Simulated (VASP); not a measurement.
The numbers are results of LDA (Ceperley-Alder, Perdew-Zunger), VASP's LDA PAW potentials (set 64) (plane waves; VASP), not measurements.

VASP ran on this input.

POSCAR:
```
Ca
3.7720040
  0.0000000000   0.7071067392   0.7071067392
  0.7071067392   0.0000000000   0.7071067392
  0.7071067392   0.7071067392   0.0000000000
Ca
1
Cart
  0.7071067392   0.7071067392   1.4142134784
```

### KPOINTS
```
K-points
0
Gamma
  13 13 13
0 0 0
```

### INCAR
```
# general
SYSTEM=Ca
PREC  =Accurate
ENCUT =400
LREAL =.False.
LASPH =.True.

# electronic loop
EDIFF =1E-7
NELM  =100
ALGO  =Normal

# smearing
ISMEAR=-5

# ions
ISIF  =2

# output
LWAVE =.False.
LCHARG=.True.
LORBIT=11
NEDOS =601
```

POTCAR, in this order: Ca_sv (LDA.64 set). Program: vasp_std.

What VASP printed:

**OSZICAR**
```
       N       E                     dE             d eps       ncg     rms          rms(c)
DAV:   1     0.548164594983E+02    0.54816E+02   -0.46132E+03  1512   0.842E+02
DAV:   2    -0.103291401050E+01   -0.55849E+02   -0.55677E+02  1568   0.214E+02
DAV:   3    -0.217567207926E+01   -0.11428E+01   -0.11395E+01  2329   0.316E+01
DAV:   4    -0.222509824464E+01   -0.49426E-01   -0.49212E-01  2213   0.474E+00
DAV:   5    -0.222653580514E+01   -0.14376E-02   -0.14350E-02  2434   0.448E-01    0.222E+00
DAV:   6    -0.221046942962E+01    0.16066E-01   -0.17932E-02  1872   0.156E+00    0.135E+00
DAV:   7    -0.220567164051E+01    0.47978E-02   -0.20736E-02  1911   0.186E+00    0.104E-01
DAV:   8    -0.220482498325E+01    0.84666E-03   -0.25463E-03  1803   0.520E-01    0.197E-02
DAV:   9    -0.220480736768E+01    0.17616E-04   -0.91002E-05  2231   0.859E-02    0.313E-03
DAV:  10    -0.220481548834E+01   -0.81207E-05   -0.53304E-06  2150   0.216E-02    0.107E-03
DAV:  11    -0.220481575019E+01   -0.26185E-06   -0.15345E-07  1843   0.391E-03    0.913E-04
DAV:  12    -0.220481618264E+01   -0.43245E-06   -0.13933E-08  1055   0.134E-03    0.520E-05
DAV:  13    -0.220481628865E+01   -0.10602E-06   -0.47069E-09   991   0.456E-04    0.102E-04
DAV:  14    -0.220481625146E+01    0.37196E-07   -0.29436E-09   937   0.400E-04
   1 F= -.22048163E+01 E0= -.22048163E+01  d E =0.000000E+00
```

OUTCAR:
```
------------------------ aborting loop because EDIFF is reached ----------------------------------------
  FORCE on cell =-STRESS in cart. coord.  units (eV):
  Direction    XX          YY          ZZ          XY          YZ          ZX
  --------------------------------------------------------------------------------------
  Total       -0.0342119     -0.0342119     -0.0342119      0.0000000      0.0000000      0.0000000
  in kB       -1.4443975     -1.4443975     -1.4443975      0.0000000      0.0000000      0.0000000
  external PRESSURE =      -1.4443975 kB  Pullay stress =       0.0000000 kB
  volume of cell :       37.95
      direct lattice vectors                 reciprocal lattice vectors
     0.000000000  2.667209449  2.667209449    -0.187461843  0.187461843  0.187461843
     2.667209449  0.000000000  2.667209449     0.187461843 -0.187461843  0.187461843
     2.667209449  2.667209449  0.000000000     0.187461843  0.187461843 -0.187461843
 POSITION                                       TOTAL-FORCE (eV/Angst)
 -----------------------------------------------------------------------------------
      0.00000      0.00000      0.00000         0.000000     -0.000000      0.000000
 -----------------------------------------------------------------------------------
    total drift:                               -0.000000     -0.000000     -0.000000
  FREE ENERGIE OF THE ION-ELECTRON SYSTEM (eV)
  ---------------------------------------------------
  free  energy   TOTEN  =        -2.2048162515 eV

  energy  without entropy=       -2.2048162515  energy(sigma->0) =       -2.20481625

 total charge

# of ion       s       p       d       tot
------------------------------------------
    1        2.095   5.821   0.201   8.116
```
(Selected blocks of OUTCAR.)

### OUTCAR
```
 val. band max:        2.2512408631   @ k =  -0.3077   0.3846   0.1538

 cond. band min:       2.2119837688   @ k =  -0.4615   0.1538   0.0000


 Fermi energy:         2.2552241306

 k-point     1 :       0.0000    0.0000    0.0000
  band No.  band energies     occupation
      1     -39.0954      2.00000
      2     -20.2859      2.00000
      3     -20.2859      2.00000
      4     -20.2859      2.00000
      5      -1.9861      2.00000
      6       4.5733      0.00000
      7       4.5733      0.00000
      8       4.5733      0.00000
      9       5.7843      0.00000

 k-point     2 :       0.0769    0.0000    0.0000
  band No.  band energies     occupation
      1     -39.0940      2.00000
      2     -20.2984      2.00000
      3     -20.2876      2.00000
      4     -20.2876      2.00000
      5      -1.8745      2.00000
      6       4.4558      0.00000
      7       4.6174      0.00000
      8       4.6174      0.00000
      9       5.7459      0.00000

 k-point     3 :       0.1538    0.0000    0.0000
  band No.  band energies     occupation
      1     -39.0902      2.00000
      2     -20.3327      2.00000
      3     -20.2921      2.00000
      4     -20.2921      2.00000
      5      -1.5477      2.00000
      6       4.1469      0.00000
      7       4.7118      0.00000
      8       4.7118      0.00000
      9       5.6849      0.00000

 k-point     4 :       0.2308    0.0000    0.0000
  band No.  band energies     occupation
      1     -39.0848      2.00000
      2     -20.3806      2.00000
      3     -20.2986      2.00000
      4     -20.2986      2.00000
      5      -1.0301      2.00000
      6       3.7317      0.00000
      7       4.7417      0.00000
      8       4.7417      0.00000
      9       5.7481      0.00000

 k-point     5 :       0.3077    0.0000    0.0000
  band No.  band energies     occupation
      1     -39.0791      2.00000
      2     -20.4309      2.00000
      3     -20.3054      2.00000
...
```

For a metal the tetrahedron method with Blöchl corrections gives inexact stress and forces.

The compound is Ca in the fcc structure. It was relaxed first, which changed the volume by -13 %.
